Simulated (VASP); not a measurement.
# ReBi (Fm-3m) in VASP: settings compared, part 2 of 2

VASP 6.6.1.

**3. Single point, PBE**

This run uses another cell than the first one, of 21.90 Å³/atom, 1.003 times its volume.

The input, INCAR:

```
PREC = Accurate
ENCUT = 520
EDIFF = 1E-6
ISMEAR = 0
SIGMA = 0.05
LREAL = F
LASPH = T
NELM = 100
ALGO = Normal
ISIF = 2
LWAVE = F
LCHARG = F
GGA = PE
NBANDS = 18
```

The input, KPOINTS:

```
Automatic mesh
0
Gamma
  6 6 6
```

The input, POSCAR:

```
ReBi
1.0
    0.0000000000      2.7979151146      2.7979151146
    2.7979151146      0.0000000000      2.7979151146
    2.7979151146      2.7979151146      0.0000000000
Re Bi
1 1
Direct
    0.5000000000      0.5000000000      0.5000000000
    0.0000000000      0.0000000000      0.0000000000
```

Potentials or basis: VASP PAW PBE potentials, release 64 (Re, Bi_d).

Launch:

```bash
cat potpaw_PBE.64/Re/POTCAR potpaw_PBE.64/Bi_d/POTCAR > POTCAR
mpirun -np 1 vasp_std > vasp.out
```

OUTCAR:

```text
PREC = Accurate
   ENCUT = 520
   EDIFF = 1E-6
   ISMEAR = 0
   LREAL = F
   LASPH = T
   NELM = 100
   ISIF = 2
   GGA = PE

 ion  position               nearest neighbor table
   1  0.500  0.500  0.500-   2 2.80   2 2.80   2 2.80   2 2.80   2 2.80   2 2.80
   2  0.000  0.000  0.000-   1 2.80   1 2.80   1 2.80   1 2.80   1 2.80   1 2.80

  LATTYP: Found a face centered cubic cell.
 ALAT       =     5.5958302292

  Lattice vectors:
[... 512 lines left out ...]
     17      18.7379      0.00000
     18      19.1573      0.00000

------------------------ aborting loop because EDIFF is reached ----------------------------------------

  FORCE on cell =-STRESS in cart. coord.  units (eV):
  Direction    XX          YY          ZZ          XY          YZ          ZX
  --------------------------------------------------------------------------------------
  -------------------------------------------------------------------------------------
  Total        0.7557091      0.7557091      0.7557091      0.0000000      0.0000000      0.0000000
  in kB       27.6395909     27.6395909     27.6395909      0.0000000      0.0000000      0.0000000
  external PRESSURE =      27.6395909 kB  Pullay stress =       0.0000000 kB

 VOLUME and BASIS-vectors are now :
 -----------------------------------------------------------------------------
  energy-cutoff  :      520.00
  volume of cell :       43.81
      direct lattice vectors                 reciprocal lattice vectors
     0.000000000  2.797915115  2.797915115    -0.178704492  0.178704492  0.178704492
     2.797915115  0.000000000  2.797915115     0.178704492 -0.178704492  0.178704492
     2.797915115  2.797915115  0.000000000     0.178704492  0.178704492 -0.178704492

 POSITION                                       TOTAL-FORCE (eV/Angst)
 -----------------------------------------------------------------------------------
      2.79792      2.79792      2.79792        -0.000000     -0.000000      0.000000
      0.00000      0.00000      0.00000         0.000000      0.000000      0.000000
 -----------------------------------------------------------------------------------
    total drift:                               -0.000000      0.000000      0.000000

  FREE ENERGIE OF THE ION-ELECTRON SYSTEM (eV)
  ---------------------------------------------------
  free  energy   TOTEN  =       -12.7097092535 eV

  energy  without entropy=      -12.7022061700  energy(sigma->0) =      -12.70595771
```

OSZICAR:

```text
N       E                     dE             d eps       ncg     rms          rms(c)
DAV:   1     0.147811335427E+03    0.14781E+03   -0.11371E+04   874   0.153E+03
DAV:   2    -0.363468931791E+01   -0.15145E+03   -0.14729E+03   898   0.495E+02
DAV:   3    -0.127927010093E+02   -0.91580E+01   -0.90414E+01   918   0.110E+02
DAV:   4    -0.129712645199E+02   -0.17856E+00   -0.17742E+00   888   0.126E+01
DAV:   5    -0.129861060733E+02   -0.14842E-01   -0.14838E-01  1020   0.349E+00    0.163E+01
DAV:   6    -0.127484842677E+02    0.23762E+00   -0.10491E+00  1056   0.157E+01    0.565E+00
DAV:   7    -0.127163527994E+02    0.32131E-01   -0.95729E-02   968   0.498E+00    0.347E+00
DAV:   8    -0.127101288313E+02    0.62240E-02   -0.22553E-02   952   0.234E+00    0.190E-01
DAV:   9    -0.127097118963E+02    0.41694E-03   -0.23572E-03   880   0.683E-01    0.331E-02
DAV:  10    -0.127097060081E+02    0.58882E-05   -0.14973E-04   952   0.176E-01    0.217E-02
DAV:  11    -0.127097079769E+02   -0.19688E-05   -0.72872E-06   848   0.552E-02    0.436E-03
DAV:  12    -0.127097089784E+02   -0.10015E-05   -0.32125E-07   432   0.146E-02    0.181E-03
DAV:  13    -0.127097092535E+02   -0.27504E-06   -0.13392E-07   404   0.796E-03
   1 F= -.12709709E+02 E0= -.12705958E+02  d E =-.750308E-02
```

stdout:

```text
POSCAR found type information on POSCAR ReBi
 POSCAR found :  2 types and       2 ions
 scaLAPACK will be used
 LDA part: xc-table for (Slater+PW92), standard interpolation
 POSCAR, INCAR and KPOINTS ok, starting setup
 FFT: planning ... GRIDC
 FFT: planning ... GRID_SOFT
 FFT: planning ... GRID
 WAVECAR not read
 entering main loop
```

It took 9.7 s on 1 thread of AMD EPYC 9R45 (Zen 5), shared host; peak memory 0.14 GiB.

What came out:

```yaml
Free_energy: -12.7097 eV
Pressure: 2.8 GPa
Band_gap_on_the_k_mesh: none (metal or under the smearing width)
```

Caveat: spin-orbit coupling is left out, which moves the levels of the heavy elements.
